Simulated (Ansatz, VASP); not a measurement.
## TaF3 in VASP and in Ansatz

Contents of POSCAR:

```
TaF3
1.0
    3.9012000000      0.0000000000      0.0000000000
    0.0000000000      3.9012000000      0.0000000000
    0.0000000000      0.0000000000      3.9012000000
Ta F
1 3
Direct
    0.0000000000      0.0000000000      0.0000000000
    0.5000000000      0.0000000000      0.0000000000
    0.0000000000      0.5000000000      0.0000000000
    0.0000000000      0.0000000000      0.5000000000
```

The input INCAR.step1:

```
ALGO = Normal
EDIFF = 1E-4
ENCUT = 520
GGA = PE
ISMEAR = -1
LASPH = T
LCHARG = F
LREAL = F
LWAVE = T
NBANDS = 24
NELM = 100
PREC = Accurate
SIGMA = 0.1
```

Contents of INCAR.step2:

```
ALGO = Normal
EDIFF = 1E-6
ENCUT = 520
ISIF = 2
ISMEAR = -1
ISTART = 1
LASPH = T
LCHARG = F
LMIXTAU = T
LREAL = F
LWAVE = F
METAGGA = R2SCAN
NBANDS = 24
NELM = 100
PREC = Accurate
SIGMA = 0.1
```

The input KPOINTS:

```
k-points
0
Gamma
  6 6 6
```

Input for Ansatz:

```yaml
crystal:
  lattice:
    - [3.9012, 0.0, 0.0]
    - [0.0, 3.9012, 0.0]
    - [0.0, 0.0, 3.9012]
  atoms:
    - { symbol: Ta, position: [0.0, 0.0, 0.0] }
    - { symbol: F, position: [0.5, 0.0, 0.0] }
    - { symbol: F, position: [0.0, 0.5, 0.0] }
    - { symbol: F, position: [0.0, 0.0, 0.5] }
kpoints:
  mp_grid:
    grid: [6, 6, 6]
hamiltonian:
  xc: r2scan
  pseudopotentials:
    kind: paw
scf:
  occupations:
    method: fermi_dirac
output:
  forces: true
  stress: true
```

Alike in both runs: task single point; functional r2SCAN; k mesh 6 × 6 × 6; no spin polarisation.

```csv
,VASP,Ansatz
version,VASP 6.6.1,Ansatz 0.2.0
potentials or method,"VASP PAW PBE potentials, release 64 (Ta_pv, F)","plane waves, PAW"
plane-wave cutoff (eV),520,500
occupations,"fermi-dirac, width 0.1 eV",fermi-dirac
valence electrons in the cell,32,34
```

Ansatz gave:

- pressure (GPa): 22.3

Problem. Which values does VASP return?

Solution. Pressure (GPa): 23.2.

The two sets of potentials don't hold the same shells in valence.

Caveats: so large a pressure means that the cell lies far from this level's equilibrium, or that cutoff or potentials fall short (VASP); the potentials were made for another functional, which shifts forces and pressure (VASP). Spin-orbit coupling is left out, which matters for the levels of Ta.
